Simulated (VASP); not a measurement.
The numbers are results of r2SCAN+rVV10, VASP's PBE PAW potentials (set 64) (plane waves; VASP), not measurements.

VASP input:

**INCAR**
```
SYSTEM = NiSb
PREC = Accurate; ENCUT = 520; LREAL = .False.
LASPH = .True.
EDIFF = 1E-7; NELM = 100; ALGO = Normal
LMAXMIX = 4; LMIXTAU = .True.
ISMEAR = 1; SIGMA = 0.1
METAGGA = R2SCAN; LUSE_VDW = .True.; BPARAM = 11.95
CPARAM = 0.0093
IBRION = 2; NSW = 30; ISIF = 4
EDIFFG = -0.01
LWAVE = .False.; LCHARG = .False.
```

**POSCAR**
```
NiSb
1
    1.9606424271    -3.3959324613     0.0000000000
    1.9606424271     3.3959324613     0.0000000000
    0.0000000000     0.0000000000     5.1023695134
Ni Sb
2 2
Direct
  0.0000000000   1.0000000000   0.5000000000
  0.0000000000   1.0000000000   0.0000000000
  0.3333330000   0.6666670000   0.2500000000
  0.6666670000   0.3333330000   0.7500000000
```

### KPOINTS
```
Automatic mesh
0
Gamma
9 9 6
0 0 0
```

POTCAR, in this order: Ni Sb (PBE.64 set). Program: vasp_std.

Output of the run:

### OUTCAR
```
 ion  position               nearest neighbor table
   1  0.000  0.000  0.500-   2 2.55   2 2.55   4 2.60   3 2.60   4 2.60   3 2.60   4 2.60   3 2.60
  LATTYP: Found a hexagonal cell.
 ALAT       =     3.9212849946
 C/A-ratio  =     1.3011983369
 Subroutine PRICEL returns:
 Original cell was already a primitive cell.
 Subroutine GETGRP returns: Found 24 space group operations
The static configuration has the point symmetry D_3d.
 The point group associated with its full space group is D_6h.
The dynamic configuration has the point symmetry D_3d.
 Subroutine INISYM returns: Found 24 space group operations
 Subroutine IBZKPT returns following result:
 Found     48 irreducible k-points:

 Following reciprocal coordinates:
            Coordinates               Weight
  0.000000  0.000000  0.000000      1.000000
  0.111111  0.000000  0.000000      6.000000
  0.222222  0.000000  0.000000      6.000000
  0.333333  0.000000  0.000000      6.000000
  0.444444  0.000000  0.000000      6.000000
  0.111111  0.111111  0.000000      6.000000
  0.222222  0.111111  0.000000     12.000000
  0.333333  0.111111  0.000000     12.000000
  0.444444  0.111111  0.000000      6.000000
  0.222222  0.222222  0.000000      6.000000
  0.333333  0.222222  0.000000     12.000000
  0.333333  0.333333  0.000000      2.000000
  0.000000  0.000000  0.166667      2.000000
  0.111111  0.000000  0.166667     12.000000
  0.222222  0.000000  0.166667     12.000000
  0.333333  0.000000  0.166667     12.000000
  0.444444  0.000000  0.166667     12.000000
  0.111111  0.111111  0.166667     12.000000
  0.222222  0.111111  0.166667     24.000000
  0.333333  0.111111  0.166667     24.000000
  0.444444  0.111111  0.166667     12.000000
  0.222222  0.222222  0.166667     12.000000
  0.333333  0.222222  0.166667     24.000000
...
```

**OSZICAR**
```
       N       E                     dE             d eps       ncg     rms          rms(c)
DAV:   1     0.117631677130E+03    0.11763E+03   -0.13278E+04  1824   0.171E+03
DAV:   2    -0.709018073197E+02   -0.18853E+03   -0.18354E+03  1833   0.332E+02
DAV:   3    -0.802149453608E+02   -0.93131E+01   -0.90156E+01  2092   0.928E+01
DAV:   4    -0.804691611746E+02   -0.25422E+00   -0.25243E+00  2064   0.144E+01
DAV:   5    -0.804776988803E+02   -0.85377E-02   -0.85351E-02  2271   0.266E+00    0.131E+01
DAV:   6    -0.796577192656E+02    0.81998E+00   -0.39322E+01  1938   0.119E+02    0.179E+01
DAV:   7    -0.754098344451E+02    0.42479E+01   -0.11870E+01  1980   0.746E+01    0.426E+00
DAV:   8    -0.756238858842E+02   -0.21405E+00   -0.22871E+00  2533   0.183E+01    0.320E+00
DAV:   9    -0.755942028123E+02    0.29683E-01   -0.28448E-01  2188   0.937E+00    0.869E-01
DAV:  10    -0.756193712138E+02   -0.25168E-01   -0.36775E-02  2141   0.198E+00    0.412E-01
DAV:  11    -0.756187805962E+02    0.59062E-03   -0.25865E-03  2612   0.611E-01    0.168E-01
DAV:  12    -0.756197508842E+02   -0.97029E-03   -0.61364E-03  2089   0.110E+00    0.850E-02
DAV:  13    -0.756201638472E+02   -0.41296E-03   -0.60666E-04  1960   0.352E-01    0.425E-02
DAV:  14    -0.756201153146E+02    0.48533E-04   -0.35542E-05  1974   0.600E-02    0.155E-02
DAV:  15    -0.756201708473E+02   -0.55533E-04   -0.24855E-05  2135   0.793E-02    0.249E-03
DAV:  16    -0.756201454078E+02    0.25440E-04   -0.35658E-06  1934   0.270E-02    0.307E-03
DAV:  17    -0.756201626860E+02   -0.17278E-04   -0.10603E-06  2013   0.171E-02    0.115E-03
DAV:  18    -0.756201553347E+02    0.73513E-05   -0.14535E-07  1137   0.484E-03    0.184E-04
DAV:  19    -0.756201575274E+02   -0.21926E-05   -0.23081E-08   978   0.195E-03    0.359E-04
DAV:  20    -0.756201568003E+02    0.72708E-06   -0.38291E-09   960   0.108E-03    0.231E-04
DAV:  21    -0.756201567437E+02    0.56561E-07   -0.14117E-09   957   0.413E-04
   1 F= -.75620157E+02 E0= -.75620355E+02  d E =-.756202E+02
       N       E                     dE             d eps       ncg     rms          rms(c)
DAV:   1    -0.756202451442E+02   -0.88344E-04   -0.22523E-03  1911   0.392E-01    0.562E-02
DAV:   2    -0.756202035354E+02    0.41609E-04   -0.10379E-04  2243   0.177E-01    0.384E-02
DAV:   3    -0.756202012894E+02    0.22460E-05   -0.10337E-04  2024   0.201E-01    0.318E-02
DAV:   4    -0.756201848857E+02    0.16404E-04   -0.31181E-05  2262   0.112E-01    0.301E-03
DAV:   5    -0.756201844076E+02    0.47811E-06   -0.51171E-06  1914   0.240E-02    0.202E-03
DAV:   6    -0.756201845309E+02   -0.12334E-06   -0.43033E-07  1832   0.591E-03    0.156E-03
DAV:   7    -0.756201843451E+02    0.18586E-06   -0.30774E-08   948   0.221E-03    0.813E-04
DAV:   8    -0.756201843294E+02    0.15650E-07   -0.68947E-08   969   0.242E-03
   2 F= -.75620184E+02 E0= -.75620384E+02  d E =-.275857E-04
```

File OUTCAR:
```
------------------------ aborting loop because EDIFF is reached ----------------------------------------
  FORCE on cell =-STRESS in cart. coord.  units (eV):
  Direction    XX          YY          ZZ          XY          YZ          ZX
  --------------------------------------------------------------------------------------
  Total       -0.0820813     -0.0820813     -0.0573074      0.0000000      0.0000000      0.0000000
  in kB       -1.9355100     -1.9355102     -1.3513318      0.0000000      0.0000000      0.0000000
  external PRESSURE =      -1.7407840 kB  Pullay stress =       0.0000000 kB
  volume of cell :       67.95
      direct lattice vectors                 reciprocal lattice vectors
     1.960077658 -3.394954252  0.000000000     0.255091934 -0.147277390 -0.000000000
     1.960077658  3.394954252 -0.000000000     0.255091934  0.147277390 -0.000000000
     0.000000000  0.000000000  5.105310292    -0.000000000  0.000000000  0.195874480
 POSITION                                       TOTAL-FORCE (eV/Angst)
 -----------------------------------------------------------------------------------
      1.96008      3.39495      2.55266        -0.000000      0.000000     -0.000000
      1.96008     -3.39495      5.10531        -0.000000      0.000000     -0.000000
      1.96008      1.13165      1.27633         0.000000      0.000000     -0.000000
      1.96008     -1.13165      3.82898         0.000000     -0.000000      0.000000
 -----------------------------------------------------------------------------------
    total drift:                                0.000000      0.000000     -0.000000
  FREE ENERGIE OF THE ION-ELECTRON SYSTEM (eV)
  ---------------------------------------------------
  free  energy   TOTEN  =       -75.6201843294 eV

  energy  without entropy=      -75.6207835874  energy(sigma->0) =      -75.62038408

 reached required accuracy - stopping structural energy minimisation
```
(Selected blocks of OUTCAR.)

File CONTCAR:
```
NiSb
   1.00000000000000
     1.9600776578208345   -3.3949542517739997    0.0000000000000000
     1.9600776578208345    3.3949542517739997   -0.0000000000000000
     0.0000000000000000    0.0000000000000000    5.1053102920733737
  Ni              Sb
     2     2
Direct
     0.0000000000000000    1.0000000000000000    0.5000000000000000
     1.0000000000000000    0.0000000000000000    1.0000000000000000
     0.3333330000000032    0.6666669999999968    0.2500000000000000
     0.6666669999999968    0.3333330000000032    0.7500000000000000
```

The compound is NiSb in the NiAs type structure. This run relaxes it. Symmetry was kept, so distortions that lower it aren't found. The run is not spin-polarised, so no magnetic state was tried.
